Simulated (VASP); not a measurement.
```xyz
6
Lattice="5.0688 0.0000 0.0000 0.0000 5.0688 0.0000 0.0000 0.0000 3.4553" Properties=species:S:1:pos:R:3 pbc="T T T"
Pb     5.0688     0.0000     0.0000
Pb     2.5344     2.5344     1.7276
O      1.5601     1.5601     0.0000
O      4.0945     0.9743     1.7276
O      0.9743     4.0945     1.7276
O      3.5087     3.5087     3.4553
```

Computed with PBE GGA, VASP's PBE PAW potentials (set 64) (plane waves; VASP). Settings: 520 eV cut-off, 5×5×7 Γ-centred mesh, tetrahedra with Blöchl corrections, potentials Pb_d O.

The cores are frozen, which limits the accuracy of field gradients.

**Question.** Give the principal components of the electric field gradient (V/Å²) and the asymmetry η at each nucleus.

**Answer.** 
| atom | Vxx | Vyy | Vzz | η |
|---|---|---|---|---|
| Pb1 | 113.2 | 3.5 | -116.7 | 0.94 |
| Pb2 | 113.2 | 3.5 | -116.7 | 0.94 |
| O3 | 79.4 | 55.8 | -135.2 | 0.17 |
| O4 | 79.4 | 55.8 | -135.2 | 0.17 |
| O5 | 79.4 | 55.8 | -135.2 | 0.17 |
| O6 | 79.4 | 55.8 | -135.2 | 0.17 |

The compound is PbO2 in the rutile structure. It was relaxed first, which changed the volume by +6 %.
